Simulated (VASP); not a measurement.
Calculation: PBE GGA, VASP's PBE PAW potentials (set 64) (plane waves; VASP 6.6.1).

The input files of a VASP run:

POSCAR:
```
Mg
1
    1.6050000000    -2.7799420000     0.0000000000
    1.6050000000     2.7799420000     0.0000000000
    0.0000000000     0.0000000000     5.2100000000
Mg
2
Direct
  0.3333330000   0.6666670000   0.2500000000
  0.6666670000   0.3333330000   0.7500000000
```

### KPOINTS
```
Automatic mesh
0
G
  12 12 7
0 0 0
```

**INCAR**
```
SYSTEM = Mg
PREC = Accurate
ENCUT = 400
EDIFF = 1E-6
NELM = 100
ALGO = Normal
LREAL = .FALSE.
LASPH = .TRUE.
ISMEAR = 1
SIGMA = 0.1
GGA = PE
LWAVE = .FALSE.
LCHARG = .FALSE.
ISIF = 2
NBANDS = 10
```

POTCAR, in this order: Mg (PBE.64 set). Program: vasp_std.

What VASP printed:

**OUTCAR**
```
 ion  position               nearest neighbor table
   1  0.333  0.667  0.250-   2 3.20   2 3.20   2 3.20   2 3.20   2 3.20   2 3.20
   2  0.667  0.333  0.750-   1 3.20   1 3.20   1 3.20   1 3.20   1 3.20   1 3.20
  LATTYP: Found a hexagonal cell.
 ALAT       =     3.2100003930
 C/A-ratio  =     1.6230527608
 Subroutine PRICEL returns:
 Original cell was already a primitive cell.
 Subroutine GETGRP returns: Found 24 space group operations
The static configuration has the point symmetry D_3d.
 The point group associated with its full space group is D_6h.
The dynamic configuration has the point symmetry D_3d.
 Subroutine INISYM returns: Found 24 space group operations
 Subroutine IBZKPT returns following result:
 Found     76 irreducible k-points:

 Following reciprocal coordinates:
            Coordinates               Weight
  0.000000  0.000000  0.000000      1.000000
  0.083333  0.000000  0.000000      6.000000
  0.166667  0.000000  0.000000      6.000000
  0.250000  0.000000  0.000000      6.000000
  0.333333  0.000000  0.000000      6.000000
  0.416667  0.000000  0.000000      6.000000
  0.500000  0.000000  0.000000      3.000000
...
```

File OSZICAR:
```
       N       E                     dE             d eps       ncg     rms          rms(c)
DAV:   1    -0.314602860571E+00   -0.31460E+00   -0.11380E+03  1520   0.231E+02
DAV:   2    -0.297472430421E+01   -0.26601E+01   -0.25754E+01  1988   0.267E+01
DAV:   3    -0.302395103626E+01   -0.49227E-01   -0.49090E-01  2036   0.266E+00
DAV:   4    -0.302408587271E+01   -0.13484E-03   -0.13483E-03  1780   0.153E-01
DAV:   5    -0.302408675740E+01   -0.88469E-06   -0.88485E-06  1822   0.123E-02    0.967E-01
DAV:   6    -0.301817010937E+01    0.59166E-02   -0.62602E-04  1714   0.167E-01    0.620E-01
DAV:   7    -0.301067259310E+01    0.74975E-02   -0.24557E-03  1574   0.292E-01    0.346E-02
DAV:   8    -0.301068653286E+01   -0.13940E-04   -0.17468E-05  2008   0.214E-02    0.783E-03
DAV:   9    -0.301068504497E+01    0.14879E-05   -0.13479E-06  1676   0.499E-03    0.610E-04
DAV:  10    -0.301068479081E+01    0.25416E-06   -0.62460E-09   880   0.409E-04
   1 F= -.30106848E+01 E0= -.30104221E+01  d E =-.787988E-03
```

**OUTCAR**
```
------------------------ aborting loop because EDIFF is reached ----------------------------------------
  FORCE on cell =-STRESS in cart. coord.  units (eV):
  Direction    XX          YY          ZZ          XY          YZ          ZX
  --------------------------------------------------------------------------------------
  Total       -0.0818244     -0.0818245     -0.3773913      0.0000000      0.0000000     -0.0000000
  in kB       -2.8197795     -2.8197805    -13.0054066      0.0000000      0.0000000     -0.0000000
  external PRESSURE =      -6.2149889 kB  Pullay stress =       0.0000000 kB
  volume of cell :       46.49
      direct lattice vectors                 reciprocal lattice vectors
     1.605000000 -2.779942000  0.000000000     0.311526480 -0.179859868  0.000000000
     1.605000000  2.779942000  0.000000000     0.311526480  0.179859868  0.000000000
     0.000000000  0.000000000  5.210000000     0.000000000  0.000000000  0.191938580
 POSITION                                       TOTAL-FORCE (eV/Angst)
 -----------------------------------------------------------------------------------
      1.60500      0.92665      1.30250         0.000000     -0.000000      0.000000
      1.60500     -0.92665      3.90750        -0.000000      0.000000      0.000000
 -----------------------------------------------------------------------------------
    total drift:                                0.000001     -0.000006      0.000001
  FREE ENERGIE OF THE ION-ELECTRON SYSTEM (eV)
  ---------------------------------------------------
  free  energy   TOTEN  =        -3.0106847908 eV

  energy  without entropy=       -3.0098968030  energy(sigma->0) =       -3.01042213
```
(Selected blocks of OUTCAR.)

### OUTCAR
```
 val. band max:        2.4802324875   @ k =   0.3333   0.1667   0.1429

 cond. band min:       2.5214258126   @ k =   0.2500   0.0833   0.0000


 Fermi energy:         2.4961768110

 k-point     1 :       0.0000    0.0000    0.0000
  band No.  band energies     occupation
      1      -4.3092      2.00000
      2       0.9071      2.00000
      3       1.3294      2.00000
      4      13.4324      0.00000
      5      13.4324      0.00000
      6      13.5202      0.00000
      7      13.5202      0.00000
      8      14.3288      0.00000
      9      15.8741      0.00000
     10      16.9602      0.00000

 k-point     2 :       0.0833    0.0000    0.0000
  band No.  band energies     occupation
      1      -4.1736      2.00000
      2       1.0311      2.00000
      3       1.4613      2.00000
      4      11.1630      0.00000
      5      12.2241      0.00000
      6      13.0343      0.00000
      7      14.9162      0.00000
      8      15.1936      0.00000
      9      15.8189      0.00000
     10      16.5946      0.00000

 k-point     3 :       0.1667    0.0000    0.0000
  band No.  band energies     occupation
      1      -3.7682      2.00000
      2       1.4033      2.00000
      3       1.8521      2.00000
      4       8.6564      0.00000
      5      11.1979      0.00000
      6      11.8317      0.00000
      7      13.3597      0.00000
      8      14.2200      0.00000
      9      15.7668      0.00000
     10      15.8507      0.00000

 k-point     4 :       0.2500    0.0000    0.0000
  band No.  band energies     occupation
      1      -3.0962      2.00000
      2       2.0243      2.00000
      3       2.4793      1.28108
      4       6.3384      0.00000
      5      10.4009      0.00000
      6      10.5366      0.00000
      7      11.0246      0.00000
      8      12.6417      0.00000
      9      14.8866      0.00000
     10      15.3637      0.00000

 k-point     5 :       0.3333    0.0000    0.0000
...
```

The compound is Mg in the hcp structure. The cell was not relaxed at this level. The run is one of a series of settings (NBANDS = 10 against the base run), some of them coarse on purpose.
